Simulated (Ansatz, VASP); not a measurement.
## Cross-check of PbF2 (Fluorocronite) between VASP and Ansatz

Aim: how closely do two programs agree when they are given the same cell, functional and k mesh? The cell is taken from a series of VASP runs on this material, whose earlier steps may have relaxed, scaled or displaced it; both programs get it as it stands. Other levels of theory on this material are compared in a session of their own. Valence electrons are named where the data sets of a main pair hold unlike numbers.

Main program and level: Ansatz 0.2.0; plane waves, with VASP 6.6.1 beside it; dielectric response at LDA.

## (1) The starting structure

It takes space group Fm-3m (No. 225, cubic). Conventional cell: a = 5.931 Å, b = 5.931 Å, c = 5.931 Å, α = 90.00°, β = 90.00°, γ = 90.00°. Nearest to Pb lie 8 F at 2.57 Å. F has 4 Pb at 2.57 Å nearest. Farther neighbours and most contacts between anions are not listed.

Coordinates:

```cif
data_structure
_symmetry_space_group_name_H-M 'Fm-3m'
_symmetry_Int_Tables_number 225
_cell_length_a 5.9306
_cell_length_b 5.9306
_cell_length_c 5.9306
_cell_angle_alpha 90.000
_cell_angle_beta 90.000
_cell_angle_gamma 90.000
_cell_volume 208.59
loop_
_atom_site_label
_atom_site_type_symbol
_atom_site_symmetry_multiplicity
_atom_site_Wyckoff_symbol
_atom_site_fract_x
_atom_site_fract_y
_atom_site_fract_z
_atom_site_occupancy
Pb1 Pb 4 a 0.00000 0.00000 0.00000 1
F1 F 8 c 0.25000 0.25000 0.75000 1
```

## (2) VASP: dielectric response, LDA

The response to a field tests empty states and converges slowly with the mesh.

Lines of VASP's logs that name or quote its potential files are left out, and so is its time.

INCAR

```
SYSTEM = PbF2
PREC = Accurate
ENCUT = 460
EDIFF = 1E-08
NELM = 100
ISMEAR = 0
SIGMA = 0.01
LREAL = .FALSE.
ALGO = Normal
GGA = CA
NBANDS = 20
LORBIT = 11
LWAVE = .FALSE.
LCHARG = .FALSE.
KPAR = 4
LEPSILON = .TRUE.
LPEAD = .TRUE.
```

POSCAR

```
PbF2
1.0
    0.0000000000      2.9653000000      2.9653000000
    2.9653000000      0.0000000000      2.9653000000
    2.9653000000      2.9653000000      0.0000000000
Pb F
1 2
Direct
    0.0000000000      0.0000000000      0.0000000000
    0.7500000000      0.7500000000      0.7500000000
    0.2500000000      0.2500000000      0.2500000000
```

KPOINTS

```
Automatic mesh
0
Gamma
8 8 8
0 0 0
```

PAW data sets: Pb_d and F (LDA family, release 64).

The run is started by

```
$ mpirun -np 4 vasp_std
```

Numbers of over 12 decimals in the logs are rounded to 6 here.

Log:

```text
[banner, memory and clock lines left out]
running    4 mpi-ranks, on    1 nodes
 distrk:  each k-point on    1 cores,    4 groups
 distr:  one band on    1 cores,    1 groups

 POSCAR found type information on POSCAR PbF
 POSCAR found :  2 types and       3 ions
 LDA part: xc-table for (Slater(with rela. corr.)+CA(PZ))
 , standard interpolation
 POSCAR, INCAR and KPOINTS ok, starting setup
 FFT: planning ... GRIDC
 FFT: planning ... GRID_SOFT
 FFT: planning ... GRID
 WAVECAR not read
 entering main loop
       N       E                     dE             d eps       ncg     rms          rms(c)
DAV:   1     0.287619573900E+03    0.28762E+03   -0.13906E+04  1168   0.145E+03
DAV:   2     0.675172126213E+01   -0.28087E+03   -0.26528E+03  1296   0.412E+02
DAV:   3    -0.170527400778E+02   -0.23804E+02   -0.23560E+02  1348   0.134E+02
DAV:   4    -0.177065974358E+02   -0.65386E+00   -0.65332E+00  1352   0.234E+01
DAV:   5    -0.177300139836E+02   -0.23417E-01   -0.23416E-01  1424   0.447E+00    0.744E+00
DAV:   6    -0.159957829853E+02    0.17342E+01   -0.84761E+00  1600   0.234E+01    0.269E+00
DAV:   7    -0.159542329754E+02    0.41550E-01   -0.42068E-01  1196   0.414E+00    0.147E+00
DAV:   8    -0.159223564554E+02    0.31877E-01   -0.10273E-01  1328   0.335E+00    0.482E-01
DAV:   9    -0.159196175660E+02    0.27389E-02   -0.16626E-02  1480   0.956E-01    0.874E-02
DAV:  10    -0.159199156977E+02   -0.29813E-03   -0.75025E-04  1232   0.316E-01    0.316E-02
DAV:  11    -0.159198829268E+02    0.32771E-04   -0.82512E-05  1396   0.951E-02    0.106E-02
DAV:  12    -0.159198848469E+02   -0.19201E-05   -0.33341E-05  1476   0.622E-02    0.677E-03
DAV:  13    -0.159198838771E+02    0.96975E-06   -0.67472E-06  1536   0.285E-02    0.864E-04
DAV:  14    -0.159198839006E+02   -0.23477E-07   -0.28491E-07  1320   0.415E-03    0.178E-04
DAV:  15    -0.159198839005E+02    0.90040E-10   -0.42199E-09   808   0.721E-04
   1 F= -.15919884E+02 E0= -.15919884E+02  d E =-.128357E-12
 Linear response reoptimize wavefunctions to high precision
DAV:   1    -0.159198839005E+02   -0.20009E-10   -0.14236E-09   884   0.569E-04
DAV:   2    -0.159198839006E+02   -0.80036E-10   -0.44704E-10   712   0.228E-04
 Linear response to external field (no local field effect), progress :
  Direction:   1
       N       E                     dE             d eps       ncg     rms          rms(c)
RMM:   1    -0.389562590123E+00   -0.38956E+00   -0.15986E+00  1316   0.417E+00
RMM:   2    -0.408934704791E+00   -0.19372E-01   -0.19541E-02  1213   0.992E-01
RMM:   3    -0.409251472424E+00   -0.31677E-03   -0.13873E-03  1179   0.300E-01
RMM:   4    -0.409287764655E+00   -0.36292E-04   -0.27121E-04  1114   0.113E-01
RMM:   5    -0.409291273466E+00   -0.35088E-05   -0.34840E-05  1183   0.445E-02
RMM:   6    -0.409291647395E+00   -0.37393E-06   -0.56408E-06  1194   0.176E-02
RMM:   7    -0.409291675032E+00   -0.27637E-07   -0.87932E-07  1155   0.714E-03
RMM:   8    -0.409291684122E+00   -0.90893E-08   -0.18502E-07  1123   0.297E-03
RMM:   9    -0.409291684877E+00   -0.75562E-09   -0.26784E-08   903   0.107E-03
 change of polarisation eV/A/(eV/A) component  1 :     0.819    -0.040    -0.060
 dielectric tensor                  component  1 :     3.840    -0.138    -0.209
 Linear response to external field (no local field effect), progress :
  Direction:   2
       N       E                     dE             d eps       ncg     rms          rms(c)
RMM:   1    -0.351828569070E+00   -0.35183E+00   -0.13672E+00  1311   0.407E+00
RMM:   2    -0.371035625246E+00   -0.19207E-01   -0.15880E-02  1211   0.938E-01
RMM:   3    -0.371258145029E+00   -0.22252E-03   -0.10233E-03  1171   0.302E-01
RMM:   4    -0.371306475423E+00   -0.48330E-04   -0.20506E-04  1092   0.109E-01
RMM:   5    -0.371308754276E+00   -0.22789E-05   -0.40519E-05  1192   0.507E-02
RMM:   6    -0.371309240563E+00   -0.48629E-06   -0.64697E-06  1174   0.196E-02
RMM:   7    -0.371309269542E+00   -0.28978E-07   -0.12139E-06  1153   0.833E-03
RMM:   8    -0.371309277824E+00   -0.82821E-08   -0.21890E-07  1099   0.331E-03
RMM:   9    -0.371309278733E+00   -0.90882E-09   -0.37907E-08   906   0.129E-03
 change of polarisation eV/A/(eV/A) component  2 :    -0.040     0.743     0.082
 dielectric tensor                  component  2 :    -0.138     3.577     0.286
 Linear response to external field (no local field effect), progress :
  Direction:   3
       N       E                     dE             d eps       ncg     rms          rms(c)
RMM:   1    -0.406514672957E+00   -0.40651E+00   -0.17380E+00  1306   0.411E+00
RMM:   2    -0.427350810286E+00   -0.20836E-01   -0.20662E-02  1209   0.988E-01
RMM:   3    -0.427728354392E+00   -0.37754E-03   -0.16946E-03  1189   0.270E-01
RMM:   4    -0.427747405587E+00   -0.19051E-04   -0.16391E-04  1097   0.927E-02
RMM:   5    -0.427750101470E+00   -0.26959E-05   -0.18442E-05  1151   0.367E-02
RMM:   6    -0.427750422457E+00   -0.32099E-06   -0.38870E-06  1169   0.160E-02
RMM:   7    -0.427750463664E+00   -0.41207E-07   -0.76763E-07  1142   0.699E-03
RMM:   8    -0.427750469813E+00   -0.61490E-08   -0.14086E-07  1042   0.266E-03
RMM:   9    -0.427750470570E+00   -0.75712E-09   -0.19105E-08   801   0.983E-04
 change of polarisation eV/A/(eV/A) component  3 :    -0.060     0.082     0.856
 dielectric tensor                  component  3 :    -0.209     0.286     3.969
 Linear response to external field, progress :
  Direction:   1
       N       E                     dE             d eps       ncg     rms          rms(c)
RMM:   1    -0.382685396421E+00   -0.38269E+00   -0.15685E+00  2674   0.411E+00
RMM:   2    -0.402439593070E+00   -0.19754E-01   -0.18685E-02  2464   0.972E-01    0.120E+00
RMM:   3    -0.360812475816E+00    0.41627E-01   -0.36003E-02  3892   0.126E+00    0.573E-01
RMM:   4    -0.362802129941E+00   -0.19897E-02   -0.22217E-02  4260   0.950E-01    0.128E-01
RMM:   5    -0.366939887918E+00   -0.41378E-02   -0.11721E-03  4020   0.295E-01    0.186E-02
RMM:   6    -0.367753411546E+00   -0.81352E-03   -0.11969E-04  3857   0.112E-01    0.125E-02
RMM:   7    -0.367692046698E+00    0.61365E-04   -0.33055E-05  3908   0.432E-02    0.165E-03
RMM:   8    -0.367749985447E+00   -0.57939E-04   -0.29893E-06  3690   0.176E-02    0.751E-04
RMM:   9    -0.367733619106E+00    0.16366E-04   -0.40545E-06  3966   0.828E-03    0.217E-04
RMM:  10    -0.367738586310E+00   -0.49672E-05    0.14672E-06  4006   0.382E-03    0.770E-05
RMM:  11    -0.367737584323E+00    0.10020E-05   -0.89500E-07  3757   0.164E-03    0.428E-05
RMM:  12    -0.367737264499E+00    0.31982E-06    0.23754E-07  2997   0.685E-04    0.140E-05
RMM:  13    -0.367737368880E+00   -0.10438E-06   -0.13844E-07  2657   0.279E-04    0.586E-06
 change of polarisation eV/A/(eV/A) component  1 :     0.691    -0.024    -0.014
 dielectric tensor                  component  1 :     3.397    -0.083    -0.049
 Linear response to external field, progress :
  Direction:   2
       N       E                     dE             d eps       ncg     rms          rms(c)
RMM:   1    -0.382591215309E+00   -0.38259E+00   -0.15676E+00  2671   0.412E+00
RMM:   2    -0.402422009154E+00   -0.19831E-01   -0.18712E-02  2464   0.973E-01    0.120E+00
RMM:   3    -0.360794203001E+00    0.41628E-01   -0.35996E-02  3898   0.126E+00    0.573E-01
RMM:   4    -0.362784118214E+00   -0.19899E-02   -0.22221E-02  4277   0.950E-01    0.128E-01
RMM:   5    -0.366921281496E+00   -0.41372E-02   -0.11747E-03  4029   0.294E-01    0.186E-02
RMM:   6    -0.367734220189E+00   -0.81294E-03   -0.11103E-04  3854   0.111E-01    0.125E-02
RMM:   7    -0.367675791326E+00    0.58429E-04   -0.35348E-05  3911   0.431E-02    0.164E-03
RMM:   8    -0.367732854717E+00   -0.57063E-04   -0.15849E-06  3686   0.175E-02    0.748E-04
RMM:   9    -0.367716858580E+00    0.15996E-04   -0.45708E-06  3965   0.834E-03    0.220E-04
RMM:  10    -0.367721627893E+00   -0.47693E-05    0.15269E-06  4019   0.391E-03    0.799E-05
RMM:  11    -0.367720711344E+00    0.91655E-06   -0.97651E-07  3770   0.166E-03    0.467E-05
RMM:  12    -0.367720240319E+00    0.47103E-06    0.29764E-07  3129   0.705E-04    0.158E-05
RMM:  13    -0.367720412541E+00   -0.17222E-06   -0.17531E-07  2676   0.280E-04    0.591E-06
 change of polarisation eV/A/(eV/A) component  2 :    -0.005     0.691     0.021
 dielectric tensor                  component  2 :    -0.018     3.397     0.072
 Linear response to external field, progress :
  Direction:   3
       N       E                     dE             d eps       ncg     rms          rms(c)
RMM:   1    -0.382608419226E+00   -0.38261E+00   -0.15677E+00  2673   0.412E+00
RMM:   2    -0.402439820509E+00   -0.19831E-01   -0.18692E-02  2464   0.972E-01    0.120E+00
RMM:   3    -0.360811785002E+00    0.41628E-01   -0.36002E-02  3899   0.126E+00    0.573E-01
RMM:   4    -0.362800753883E+00   -0.19890E-02   -0.22222E-02  4279   0.950E-01    0.128E-01
RMM:   5    -0.366938148321E+00   -0.41374E-02   -0.11750E-03  4029   0.294E-01    0.186E-02
RMM:   6    -0.367751832945E+00   -0.81368E-03   -0.11096E-04  3853   0.111E-01    0.125E-02
RMM:   7    -0.367692818864E+00    0.59014E-04   -0.35358E-05  3911   0.432E-02    0.163E-03
RMM:   8    -0.367749659965E+00   -0.56841E-04   -0.15782E-06  3688   0.176E-02    0.747E-04
RMM:   9    -0.367733656824E+00    0.16003E-04   -0.45711E-06  3967   0.834E-03    0.220E-04
RMM:  10    -0.367738461782E+00   -0.48050E-05    0.15275E-06  4019   0.390E-03    0.792E-05
RMM:  11    -0.367737538487E+00    0.92330E-06   -0.98044E-07  3770   0.166E-03    0.459E-05
RMM:  12    -0.367737078288E+00    0.46020E-06    0.29490E-07  3108   0.705E-04    0.154E-05
RMM:  13    -0.367737253570E+00   -0.17528E-06   -0.17893E-07  2673   0.280E-04    0.594E-06
 change of polarisation eV/A/(eV/A) component  3 :     0.012     0.008     0.691
 dielectric tensor                  component  3 :     0.043     0.026     3.397
 Born effective charges drift removed
```

From OUTCAR (step 2):

```text
ion  position               nearest neighbor table
   1  0.000  0.000  0.000-   2 2.57   3 2.57   2 2.57   2 2.57   2 2.57   3 2.57   3 2.57   3 2.57

  LATTYP: Found a face centered cubic cell.
 ALAT       =     5.9306000000

 Subroutine GETGRP returns: Found 48 space group operations
 (whereof 48 operations were pure point group operations)

The static configuration has the point symmetry O_h .

 Found     29 irreducible k-points:

   k-points           NKPTS =     29   k-points in BZ     NKDIM =     29   number of bands    NBANDS=     20

   dimension x,y,z NGX =    30 NGY =   30 NGZ =   30
   dimension x,y,z NGXF=    60 NGYF=   60 NGZF=   60

   ENCUT  =  460.0 eV  33.81 Ry    5.81 a.u.   7.33  7.33  7.33*2*pi/ulx,y,z

   NELECT =      28.0000    total number of electrons

 k-points in reciprocal lattice and weights: Automatic mesh
   0.00000000  0.00000000  0.00000000       0.002
   0.12500000  0.00000000  0.00000000       0.016
   0.25000000  0.00000000  0.00000000       0.016
   0.37500000  0.00000000  0.00000000       0.016
   0.50000000  0.00000000  0.00000000       0.008
   0.12500000  0.12500000  0.00000000       0.012
   0.25000000  0.12500000  0.00000000       0.047
   0.37500000  0.12500000  0.00000000       0.047
   0.50000000  0.12500000  0.00000000       0.047
[...]
-0.37500000  0.50000000  0.12500000       0.023
  -0.25000000  0.50000000  0.25000000       0.012

 average (electrostatic) potential at core
       1 -93.2995       2 -75.2957       3 -75.2957

  Total       -1.8893446     -1.8893446     -1.8893446      0.0000000     -0.0000000     -0.0000000
  in kB      -58.0478124    -58.0478124    -58.0478124      0.0000000     -0.0000000     -0.0000000
  external PRESSURE =     -58.0478124 kB  Pullay stress =       0.0000000 kB

  energy-cutoff  :      460.00
  volume of cell :       52.15
      direct lattice vectors                 reciprocal lattice vectors
     0.000000000  2.965300000  2.965300000    -0.168617003  0.168617003  0.168617003
     2.965300000  0.000000000  2.965300000     0.168617003 -0.168617003  0.168617003
     2.965300000  2.965300000  0.000000000     0.168617003  0.168617003 -0.168617003

 POSITION                                       TOTAL-FORCE (eV/Angst)
 -----------------------------------------------------------------------------------
      0.00000      0.00000      0.00000         0.000000      0.000000      0.000000
      4.44795      4.44795      4.44795        -0.000000     -0.000000     -0.000000
      1.48265      1.48265      1.48265         0.000000      0.000000      0.000000
 -----------------------------------------------------------------------------------
    total drift:                                0.000000     -0.000000      0.000000

 MACROSCOPIC STATIC DIELECTRIC TENSOR (including local field effects in DFT)
 ------------------------------------------------------
           3.396821    -0.000000     0.000000
          -0.000000     3.396821     0.000000
           0.000000     0.000000     3.396821
 ------------------------------------------------------

 PIEZOELECTRIC TENSOR (including local field effects)  for field in x, y, z        (C/m^2)
          XX          YY          ZZ          XY          YZ          ZX
  --------------------------------------------------------------------------------
  x     0.00000     0.00000     0.00000     0.00000     0.00000     0.00000
  y     0.00000     0.00000     0.00000     0.00000     0.00000     0.00000
  z     0.00000     0.00000     0.00000     0.00000     0.00000     0.00000

 BORN EFFECTIVE CHARGES (including local field effects) (in |e|, cummulative output)
 ---------------------------------------------------------------------------------
 ion    1
    1     3.19291     0.00000     0.00000
    2     0.00000     3.19291     0.00000
    3     0.00000     0.00000     3.19291
 ion    2
    1    -1.59646     0.00000     0.00000
    2     0.00000    -1.59646     0.00000
    3     0.00000     0.00000    -1.59646
 ion    3
    1    -1.59646     0.00000     0.00000
    2     0.00000    -1.59646     0.00000
    3     0.00000     0.00000    -1.59646
```

Energies printed during the response cycles are not total energies of the cell.

(Part 1 of 2 ends here.)

[Lines on the potential files, build, host, timing and source positions are cut from VASP's logs without a mark.]

[Logs are printed without paths, hosts, clocks, repeated set-up lines and the standing remarks that a program may print on its own settings, such as how far it seeks lower states.]

[Hosts, paths, dates, database ids (printed as entryN), source tags and the programs' standing remarks are cut or masked in the printed files.]
